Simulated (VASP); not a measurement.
Output of a VASP run:

File OSZICAR:
```
       N       E                     dE             d eps       ncg     rms          rms(c)
DAV:   1     0.398820145251E+03    0.39882E+03   -0.20480E+04   880   0.246E+03
DAV:   2     0.296260953033E+02   -0.36919E+03   -0.36331E+03   944   0.576E+02
DAV:   3    -0.243777548580E+02   -0.54004E+02   -0.53636E+02  1032   0.192E+02
DAV:   4    -0.264852302878E+02   -0.21075E+01   -0.21057E+01   960   0.426E+01
DAV:   5    -0.265480479814E+02   -0.62818E-01   -0.62813E-01  1144   0.743E+00    0.117E+01
DAV:   6    -0.227739617936E+02    0.37741E+01   -0.27123E+01  1424   0.534E+01    0.488E+00
DAV:   7    -0.227435248655E+02    0.30437E-01   -0.25260E+00  1008   0.102E+01    0.260E+00
DAV:   8    -0.227497571244E+02   -0.62323E-02   -0.66414E-01  1264   0.575E+00    0.111E+00
DAV:   9    -0.227239608491E+02    0.25796E-01   -0.20574E-01  1336   0.405E+00    0.276E-01
DAV:  10    -0.227268225634E+02   -0.28617E-02   -0.24621E-02  1248   0.130E+00    0.245E-01
DAV:  11    -0.227254708969E+02    0.13517E-02   -0.91436E-03  1384   0.842E-01    0.295E-02
DAV:  12    -0.227255756393E+02   -0.10474E-03   -0.87261E-04   936   0.185E-01    0.499E-02
DAV:  13    -0.227255573662E+02    0.18273E-04   -0.16857E-04  1320   0.140E-01    0.607E-03
DAV:  14    -0.227255578843E+02   -0.51804E-06   -0.11789E-05  1168   0.322E-02    0.457E-03
DAV:  15    -0.227255581239E+02   -0.23957E-06   -0.97790E-07   688   0.124E-02
   1 F= -.22725558E+02 E0= -.22725558E+02  d E =-.118878E-13
```

OUTCAR:
```
------------------------ aborting loop because EDIFF is reached ----------------------------------------
  FORCE on cell =-STRESS in cart. coord.  units (eV):
  Direction    XX          YY          ZZ          XY          YZ          ZX
  --------------------------------------------------------------------------------------
  Total        0.0177748      0.0177748      0.0033874      0.0000000      0.0000000      0.0000000
  in kB        0.3767651      0.3767651      0.0718014      0.0000000      0.0000000      0.0000000
  external PRESSURE =       0.2751105 kB  Pullay stress =       0.0000000 kB
  volume of cell :       75.59
      direct lattice vectors                 reciprocal lattice vectors
     3.867791774  0.000000000  0.000000000     0.258545459  0.000000000  0.000000000
     0.000000000  3.867791774  0.000000000     0.000000000  0.258545459  0.000000000
     0.000000000  0.000000000  5.052642240     0.000000000  0.000000000  0.197916249
 POSITION                                       TOTAL-FORCE (eV/Angst)
 -----------------------------------------------------------------------------------
      1.93390      0.00000      3.88964         0.000000      0.000000     -0.000052
      0.00000      1.93390      1.16300         0.000000      0.000000      0.000052
      1.93390      1.93390      0.00000         0.000000      0.000000      0.000000
      0.00000      0.00000      0.00000         0.000000     -0.000000      0.000000
 -----------------------------------------------------------------------------------
    total drift:                                0.000000      0.000000     -0.000000
  FREE ENERGIE OF THE ION-ELECTRON SYSTEM (eV)
  ---------------------------------------------------
  free  energy   TOTEN  =       -22.7255581239 eV

  energy  without entropy=      -22.7255581239  energy(sigma->0) =      -22.72555812
```
(Selected blocks of OUTCAR.)

### POSCAR
```
SnO
1
    3.8677917741     0.0000000000     0.0000000000
    0.0000000000     3.8677917741    -0.0000000000
    0.0000000000     0.0000000000     5.0526422402
Sn O
2 2
Direct
  0.5000000000   1.0000000000   0.7698231033
  1.0000000000   0.5000000000   0.2301768967
  0.5000000000   0.5000000000   1.0000000000
  0.0000000000   0.0000000000   0.0000000000
```

Q: Write an INCAR and KPOINTS that could have produced this output.

A: This is not unique; one that fits is the input of the run itself, PBE GGA, plane waves, VASP's PBE PAW potentials (set 64).

### KPOINTS
```
Automatic mesh
0
Gamma
5 5 4
0 0 0
```

### INCAR
```
SYSTEM = SnO
PREC = Accurate; ENCUT = 520; LREAL = .FALSE.
LASPH = .TRUE.
EDIFF = 1E-6; NELM = 100; ALGO = Normal
LMAXMIX = 4
ISMEAR = 0; SIGMA = 0.05
GGA = PE
LWAVE = .FALSE.; LCHARG = .TRUE.
```

POTCAR, in this order: Sn_d O (PBE.64 set). Program: vasp_std.

Without a dispersion term in the relaxation, distances and binding between the weakly bound layers, chains or molecules are unreliable, and so is what depends on them.

The compound is SnO in the litharge structure. It was relaxed first, which changed the volume by +8 %.
